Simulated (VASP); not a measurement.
Given:

```yaml
crystal:
  lattice:
    - [0.00000, 2.99978, 2.99978]
    - [2.99978, 0.00000, 2.99978]
    - [2.99978, 2.99978, 0.00000]
  atoms:
    - { symbol: Hg, position: [0.00000, 0.00000, 0.00000] }
    - { symbol: S, position: [0.25000, 0.25000, 0.25000] }
```

All values below come from PBE GGA with spin-orbit coupling, VASP's PBE PAW potentials (set 64) (plane waves; VASP). Settings: 400 eV cut-off, 10×10×10 Γ-centred mesh, Gaussian smearing of 0.050 eV, potentials Hg S.

The job: HgS (zinc blende), 2 atoms, PBE+SOC, static run, 400 eV, 10×10×10 Γ-centred mesh. Roughly how much core time does it take on a busy server core?

About 4 core-minutes (one run on a shared machine, a rough figure). It had 73 irreducible k-points, 26 bands, up to 1988 plane waves and 14 electronic steps.

The compound is HgS in the zinc blende structure, metacinnabar; cinnabar is the stable form. It was relaxed first, which changed the volume by +8 %.
